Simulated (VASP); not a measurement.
A run of VASP 6.6.1:

Contents of INCAR:

```
PREC = Accurate
ENCUT = 600
EDIFF = 1E-6
ISMEAR = 0
SIGMA = 0.05
LREAL = F
LASPH = T
NELM = 60
ALGO = Fast
ISIF = 3
LWAVE = F
LCHARG = F
GGA = PE
IBRION = 2
NSW = 60
EDIFFG = -0.01
```

File KPOINTS:

```
Automatic mesh
0
Gamma
  10 10 10
```

The input POSCAR:

```
MgSiC2
1.0
    1.4931800000      0.8620900000      5.1955100000
   -1.4931800000      0.8620900000      5.1955100000
    0.0000000000     -1.7241700000      5.1955100000
Mg Si C
1 1 2
Direct
    0.5000000000      0.5000000000      0.5000000000
    0.0000000000      0.0000000000      0.0000000000
    0.2647600000      0.2647600000      0.2647600000
    0.7352400000      0.7352400000      0.7352400000
```

Potentials or basis: VASP PAW PBE potentials, release 64 (Mg, Si, C).

The run is started by

```sh
$ cat potpaw_PBE.64/Mg/POTCAR potpaw_PBE.64/Si/POTCAR potpaw_PBE.64/C/POTCAR > POTCAR
$ mpirun -np 1 vasp_std > vasp.out
```

Hardware: 1 thread of Intel(R) Xeon(R) 6975P-C (Granite Rapids), with other jobs on the host.

**Question.** Estimate the wall time of this run.

**Answer.** Run time: 2.4 min on 1 thread of Intel(R) Xeon(R) 6975P-C (Granite Rapids), with other jobs on the host, peak memory 0.38 GiB. Counts: scf iterations 26, k points 116, ion steps 4.
